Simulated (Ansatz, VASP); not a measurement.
# Li6MgBr8 (Li6MgBr8 (Fm-3m)) in two plane-wave programs

One calculation is typed for both programs; each brings its own data sets. How far apart do they land? The cell is taken from a series of runs on this material, whose earlier steps may have relaxed, scaled, displaced or heated it; both programs get it as it stands.

Main program and level: Ansatz 0.2.0; plane waves, with VASP 6.6.1 beside it; relaxation of cell and atoms at r2SCAN.

**1. The starting structure**

Symmetry: Fm-3m, No. 225, cubic system. Conventional cell: a = 10.918 Å, b = 10.918 Å, c = 10.918 Å, α = 90.00°, β = 90.00°, γ = 90.00°. Li has 6 Br at 2.73 Å nearest. Nearest to Mg lie 6 Br at 2.67 Å. Br has 6 Li at 2.73 Å nearest. Nearest to Br lie 1 Mg at 2.67 Å and 4 Li at 2.73 Å. Farther neighbours and most contacts between anions are not listed.

Structure file:

```
Li Mg Br
1.0
     0.00000    5.45922    5.45922
     5.45922    0.00000    5.45922
     5.45922    5.45922    0.00000
Li Mg Br
6 1 8
Cartesian
  2.7296 0.0000 2.7296
  0.0000 2.7296 2.7296
  5.4592 8.1888 8.1888
  8.1888 5.4592 8.1888
  2.7296 2.7296 0.0000
  8.1888 8.1888 5.4592
  0.0000 0.0000 0.0000
  2.7296 2.7296 2.7296
  8.1888 8.1888 8.1888
  5.4592 2.6693 5.4592
  8.2492 5.4592 5.4592
  2.6693 5.4592 5.4592
  5.4592 5.4592 8.2492
  5.4592 5.4592 2.6693
  5.4592 8.2492 5.4592
```

**2. VASP: relaxation of cell and atoms, r2SCAN**

The relaxed volume is the usual yardstick between codes: in a stiff, nearly cubic crystal its relative difference is about their pressure difference at one cell divided by the bulk modulus.

Lines of VASP's logs that name or quote its potential files are left out, and so is its time.

Contents of INCAR:

```
SYSTEM = Li6MgBr8
PREC = Accurate
ENCUT = 830
EDIFF = 1E-07
NELM = 120
ISMEAR = 0
SIGMA = 0.01
LREAL = .FALSE.
ALGO = Normal
METAGGA = R2SCAN
LASPH = .TRUE.
NBANDS = 53
LORBIT = 11
LWAVE = .FALSE.
LCHARG = .FALSE.
ISIF = 3
IBRION = 2
NSW = 80
EDIFFG = -0.005
GGA_COMPAT = .FALSE.
NELMIN = 4
EFERMI = MIDGAP
LMIXTAU = .TRUE.
KPAR = 4
```

Contents of POSCAR:

```
Li6MgBr8
1.0
    0.0000000000      5.4592150000      5.4592150000
    5.4592150000      0.0000000000      5.4592150000
    5.4592150000      5.4592150000      0.0000000000
Li Mg Br
6 1 8
Direct
    0.0000000000      0.4999999084      0.0000000000
    0.4999999084      0.0000000000      0.0000000000
    0.9999999084      0.5000000000      0.5000000000
    0.5000000000      0.9999999084      0.5000000000
    0.0000000000      0.0000000000      0.4999999084
    0.5000000000      0.5000000000      0.9999999084
    0.0000000000      0.0000000000      0.0000000000
    0.2499999542      0.2499999542      0.2499999542
    0.7499999542      0.7499999542      0.7499999542
    0.2444728775      0.7555271225      0.2444728775
    0.2444729691      0.7555270309      0.7555270309
    0.7555271225      0.2444728775      0.2444728775
    0.7555270309      0.7555270309      0.2444729691
    0.2444728775      0.2444728775      0.7555271225
    0.7555270309      0.2444729691      0.7555270309
```

Contents of KPOINTS:

```
Automatic mesh
0
Gamma
5 5 5
0 0 0
```

PAW data sets: Li_sv, Mg and Br (PBE family, release 64).

Started as:

```
> mpirun -np 4 vasp_std
```

Numbers of over 12 decimals in the logs are rounded to 6 here.

The log of the run:

```text
[banner, memory and clock lines left out]
running    4 mpi-ranks, on    1 nodes
 distrk:  each k-point on    1 cores,    4 groups
 distr:  one band on    1 cores,    1 groups

 POSCAR found type information on POSCAR LiMgBr
 POSCAR found :  3 types and      15 ions
|                                                                             |
|               ----> ADVICE to this user running VASP <----                  |
|                                                                             |
|     You enforced a specific xc type in the INCAR file but a different       |
|     [... a line on the potential file left out ...]
|     I HOPE YOU KNOW WHAT YOU ARE DOING!                                     |
|                                                                             |

 LDA part: xc-table for (None), standard interpolation
 POSCAR, INCAR and KPOINTS ok, starting setup
 FFT: planning ... GRIDC
 FFT: planning ... GRID_SOFT
 FFT: planning ... GRID
 WAVECAR not read
 entering main loop
       N       E                     dE             d eps       ncg     rms          rms(c)
DAV:   1     0.617774924918E+03    0.61777E+03   -0.41074E+04  1060   0.192E+03
DAV:   2    -0.661019741577E+02   -0.68388E+03   -0.64595E+03  1316   0.377E+02
DAV:   3    -0.155472408718E+03   -0.89370E+02   -0.88931E+02  1400   0.122E+02
DAV:   4    -0.162713992724E+03   -0.72416E+01   -0.71745E+01  1856   0.344E+01
DAV:   5    -0.163816937689E+03   -0.11029E+01   -0.11024E+01  1715   0.788E+00    0.564E+00
DAV:   6    -0.157194481504E+03    0.66225E+01   -0.29754E+00  1321   0.790E+00    0.491E+00
DAV:   7    -0.147516021768E+03    0.96785E+01   -0.26127E+00  1157   0.615E+00    0.220E+00
DAV:   8    -0.147848008465E+03   -0.33199E+00   -0.86417E-01  1352   0.315E+00    0.590E-01
DAV:   9    -0.149574008542E+03   -0.17260E+01   -0.10996E+00  1083   0.584E+00    0.943E-01
DAV:  10    -0.149651756757E+03   -0.77748E-01   -0.32278E-01  1180   0.394E+00    0.785E-01
DAV:  11    -0.149648683507E+03    0.30732E-02   -0.45380E-02  1282   0.175E+00    0.576E-01
DAV:  12    -0.150656182930E+03   -0.10075E+01   -0.61257E-01  1060   0.555E+00    0.247E-01
DAV:  13    -0.150621197101E+03    0.34986E-01   -0.27899E-02  1291   0.100E+00    0.360E-01
DAV:  14    -0.150676259740E+03   -0.55063E-01   -0.59669E-03  1180   0.508E-01    0.310E-01
[...]
DAV:  26    -0.150755608657E+03    0.22033E-05   -0.47345E-06  1504   0.821E-03    0.398E-03
DAV:  27    -0.150755600988E+03    0.76691E-05   -0.31468E-07  1264   0.371E-03    0.380E-03
DAV:  28    -0.150755591763E+03    0.92249E-05   -0.68568E-07  1172   0.659E-03    0.360E-03
DAV:  29    -0.150755585662E+03    0.61019E-05   -0.22166E-07  1004   0.302E-03    0.135E-03
DAV:  30    -0.150755586684E+03   -0.10222E-05   -0.30353E-08   727   0.142E-03    0.109E-03
DAV:  31    -0.150755586308E+03    0.37579E-06   -0.24946E-08   698   0.821E-04    0.334E-04
DAV:  32    -0.150755585329E+03    0.97906E-06   -0.62611E-09   698   0.557E-04    0.209E-04
DAV:  33    -0.150755585237E+03    0.91531E-07   -0.12674E-09   690   0.189E-04
   1 F= -.15075559E+03 E0= -.15075559E+03  d E =-.150756E+03
[...]
2 F= -.15075598E+03 E0= -.15075598E+03  d E =-.392565E-03
[...]
3 F= -.15075613E+03 E0= -.15075613E+03  d E =-.544087E-03
 curvature:  -1.89 expect dE=-0.366E-03 dE for cont linesearch -0.286E-08
 trial: gam= 0.28962 g(F)=  0.808E-04 g(S)=  0.113E-03 ort =-0.101E-05 (trialstep = 0.156E+01)
 search vector abs. value=  0.249E-03
 bond charge predicted
       N       E                     dE             d eps       ncg     rms          rms(c)
DAV:   1    -0.150756262871E+03   -0.13345E-03   -0.40003E-02  1068   0.638E-01    0.115E-01
DAV:   2    -0.150756283872E+03   -0.21001E-04   -0.17878E-03  1353   0.154E-01    0.474E-02
DAV:   3    -0.150756389353E+03   -0.10548E-03   -0.18740E-04  1127   0.724E-02    0.323E-02
DAV:   4    -0.150756380528E+03    0.88246E-05   -0.44239E-05  1170   0.409E-02    0.106E-02
DAV:   5    -0.150756383815E+03   -0.32876E-05   -0.46803E-05  1153   0.483E-02    0.642E-03
DAV:   6    -0.150756394298E+03   -0.10482E-04   -0.16452E-05  1136   0.283E-02    0.285E-03
DAV:   7    -0.150756393937E+03    0.36030E-06   -0.14109E-06  1318   0.914E-03    0.727E-04
DAV:   8    -0.150756392407E+03    0.15299E-05   -0.99879E-07  1191   0.830E-03    0.235E-04
DAV:   9    -0.150756391913E+03    0.49405E-06   -0.15248E-07   884   0.328E-03    0.293E-04
DAV:  10    -0.150756391608E+03    0.30522E-06   -0.28316E-08   822   0.113E-03    0.858E-05
DAV:  11    -0.150756391318E+03    0.28993E-06   -0.67631E-09   661   0.617E-04    0.324E-05
DAV:  12    -0.150756391086E+03    0.23240E-06   -0.16992E-09   640   0.312E-04    0.406E-05
DAV:  13    -0.150756391024E+03    0.61335E-07   -0.64055E-10   635   0.157E-04
   4 F= -.15075639E+03 E0= -.15075639E+03  d E =-.261700E-03
 trial-energy change:   -0.000262  1 .order   -0.000160   -0.000301   -0.000020
 step:   1.5926(harm=  1.6699)  dis= 0.00210  next Energy=  -150.756391 (dE=-0.262E-03)
 reached required accuracy - stopping structural energy minimisation
```

Parts of OUTCAR (step 2):

```text
ion  position               nearest neighbor table
   1  0.000  0.500  0.000-
   2  0.500  0.000  0.000-
   3  1.000  0.500  0.500-
   4  0.500  1.000  0.500-
   5  0.000  0.000  0.500-
   6  0.500  0.500  1.000-
   7  0.000  0.000  0.000-  10 2.67  12 2.67  14 2.67  13 2.67  11 2.67  15 2.67
   8  0.250  0.250  0.250-
   9  0.750  0.750  0.750-
  10  0.244  0.756  0.244-   7 2.67
  11  0.244  0.756  0.756-   7 2.67
  12  0.756  0.244  0.244-   7 2.67
  13  0.756  0.756  0.244-   7 2.67
  14  0.244  0.244  0.756-   7 2.67
  15  0.756  0.244  0.756-   7 2.67

  LATTYP: Found a face centered cubic cell.
 ALAT       =    10.9184300000

 Subroutine GETGRP returns: Found 48 space group operations
 (whereof 48 operations were pure point group operations)

The static configuration has the point symmetry O_h .

 Found     10 irreducible k-points:

   k-points           NKPTS =     10   k-points in BZ     NKDIM =     10   number of bands    NBANDS=     53

   dimension x,y,z NGX =    80 NGY =   80 NGZ =   80
   dimension x,y,z NGXF=   160 NGYF=  160 NGZF=  160

   ENCUT  =  830.0 eV  61.00 Ry    7.81 a.u.  18.14 18.14 18.14*2*pi/ulx,y,z

   NELECT =      76.0000    total number of electrons

 k-points in reciprocal lattice and weights: Automatic mesh
   0.00000000  0.00000000  0.00000000       0.008
   0.20000000  0.00000000  0.00000000       0.064
   0.40000000  0.00000000  0.00000000       0.064
   0.20000000  0.20000000  0.00000000       0.048
   0.40000000  0.20000000  0.00000000       0.192
  -0.40000000  0.20000000  0.00000000       0.192
  -0.20000000  0.20000000  0.00000000       0.096
   0.40000000  0.40000000  0.00000000       0.048
  -0.40000000  0.40000000  0.00000000       0.096
  -0.40000000  0.40000000  0.20000000       0.192

 average (electrostatic) potential at core
       1 -67.5448       2 -67.5448       3 -67.5448       4 -67.5448       5 -67.5448
       6 -67.5448       7 -43.2651       8 -68.2879       9 -68.2879      10 -68.3072
      11 -68.3072      12 -68.3072      13 -68.3072      14 -68.3072      15 -68.3072

 E-fermi :   2.7239

 k-point     1 :       0.0000    0.0000    0.0000
  band No.  band energies     occupation
    ...
     34      -0.3595      2.00000
     35      -0.3595      2.00000
     36      -0.0759      2.00000
     37      -0.0759      2.00000
     38      -0.0759      2.00000
     39       5.5236      0.00000
     40       6.3245      0.00000
     41       6.3466      0.00000
     42       6.5100      0.00000
     43       6.5100      0.00000
    ...

 k-point     2 :       0.2000    0.0000    0.0000
  band No.  band energies     occupation
    ...
     34      -0.4463      2.00000
     35      -0.3587      2.00000
     36      -0.3587      2.00000
     37      -0.1037      2.00000
     38      -0.1037      2.00000
     39       5.9019      0.00000
     40       6.5221      0.00000
     41       6.5999      0.00000
     42       6.8622      0.00000
     43       6.9213      0.00000
    ...

 k-point     3 :       0.4000    0.0000    0.0000
  band No.  band energies     occupation
    ...
     34      -0.6903      2.00000
     35      -0.2926      2.00000
     36      -0.2926      2.00000
     37      -0.1758      2.00000
     38      -0.1758      2.00000
     39       6.5866      0.00000
     40       6.7801      0.00000
     41       6.9318      0.00000
     42       7.4287      0.00000
     43       7.4287      0.00000
    ...

  Total       -0.0070489     -0.0070489     -0.0070489      0.0000000     -0.0000000      0.0000000
  in kB       -0.0345208     -0.0345208     -0.0345208      0.0000000     -0.0000000      0.0000000
  external PRESSURE =      -0.0345208 kB  Pullay stress =       0.0000000 kB

  energy-cutoff  :      830.00
  volume of cell :      327.15
      direct lattice vectors                 reciprocal lattice vectors
     0.000000000  5.468992391  5.468992391    -0.091424519  0.091424519  0.091424519
     5.468992391 -0.000000000  5.468992391     0.091424519 -0.091424519  0.091424519
     5.468992391  5.468992391  0.000000000     0.091424519  0.091424519 -0.091424519

 POSITION                                       TOTAL-FORCE (eV/Angst)
 -----------------------------------------------------------------------------------
      8.20349      5.46899      2.73450        -0.000000      0.000000     -0.000000
     10.93798      8.20349      8.20349        -0.000000      0.000000     -0.000000
      5.46899      8.20349      8.20349        -0.000000      0.000000     -0.000000
      8.20349      5.46899      8.20349        -0.000000     -0.000000     -0.000000
      8.20349      2.73450      5.46899        -0.000000     -0.000000     -0.000000
      8.20349      8.20349      5.46899        -0.000000      0.000000     -0.000000
     10.93798      5.46899      5.46899        -0.000000     -0.000000     -0.000000
      2.73450      2.73450      2.73450        -0.000000     -0.000000     -0.000000
      8.20349      8.20349      8.20349        -0.000000      0.000000     -0.000000
      5.46899      2.66528      5.46899        -0.000000     -0.001137     -0.000000
      8.27270      5.46899      5.46899         0.001137      0.000000     -0.000000
      2.66528      5.46899      5.46899        -0.001137      0.000000     -0.000000
      5.46899      5.46899      8.27270        -0.000000      0.000000      0.001137
      5.46899      5.46899      2.66528        -0.000000     -0.000000     -0.001137
      5.46899      8.27270      5.46899        -0.000000      0.001137     -0.000000
 -----------------------------------------------------------------------------------
    total drift:                                0.002152      0.002152      0.002152

  FREE ENERGIE OF THE ION-ELECTRON SYSTEM (eV)
  ---------------------------------------------------
  free  energy   TOTEN  =      -150.7563910244 eV

  energy  without entropy=     -150.7563910244  energy(sigma->0) =     -150.75639102

 reached required accuracy - stopping structural energy minimisation

 total charge
# of ion       s       p       d       tot
------------------------------------------
    1        2.003   0.009   0.000   2.012
    2        2.003   0.009   0.000   2.012
    3        2.003   0.009   0.000   2.012
    4        2.003   0.009   0.000   2.012
    5        2.003   0.009   0.000   2.012
    6        2.003   0.009   0.000   2.012
    7        0.122   0.117   0.034   0.273
    8        1.596   3.359   0.005   4.959
    9        1.596   3.359   0.005   4.959
   10        1.598   3.354   0.007   4.959
   11        1.598   3.354   0.007   4.959
   12        1.598   3.354   0.007   4.959
   13        1.598   3.354   0.007   4.959
   14        1.598   3.354   0.007   4.959
   15        1.598   3.354   0.007   4.959
--------------------------------------------------
tot         24.918  27.012   0.086  52.017

[... 3 further parts left out ...]
```

CONTCAR:

```
Li6MgBr8
   1.00000000000000
     0.0000000000000000    5.4689923905511311    5.4689923905511311
     5.4689923905511311   -0.0000000000000000    5.4689923905511311
     5.4689923905511311    5.4689923905511311    0.0000000000000000
  Li              Mg              Br
     6     1     8
Direct
     0.0000000000000000    0.4999999083999995    1.0000000000000000
     0.4999999083999995    1.0000000000000000    1.0000000000000000
     0.9999999083999995    0.5000000000000000    0.5000000000000000
     0.5000000000000000    0.9999999083999995    0.5000000000000000
     0.0000000000000000    1.0000000000000000    0.4999999083999995
     0.5000000000000000    0.5000000000000000    0.9999999083999995
     0.0000000000000000    1.0000000000000000    1.0000000000000000
     0.2499999541999998    0.2499999541999998    0.2499999541999998
     0.7499999541999998    0.7499999541999998    0.7499999541999998
     0.2436721026085335    0.7563278973914664    0.2436721026085335
     0.2436721942085340    0.7563278057914660    0.7563278057914660
     0.7563278973914664    0.2436721026085335    0.2436721026085335
     0.7563278057914660    0.7563278057914660    0.2436721942085340
     0.2436721026085335    0.2436721026085335    0.7563278973914664
     0.7563278057914660    0.2436721942085340    0.7563278057914660
```

The run keeps the 48 symmetry operations of its start, so it cannot find a distortion of lower symmetry.

(Continued in part 2 of 2.)

[Lines on the potential files, build, host, timing and source positions are cut from VASP's logs without a mark.]

[Logs are printed without paths, hosts, clocks, repeated set-up lines and the standing remarks that a program may print on its own settings, such as how far it seeks lower states.]

[Hosts, paths, dates, database ids (printed as entryN), source tags and the programs' standing remarks are cut or masked in the printed files.]
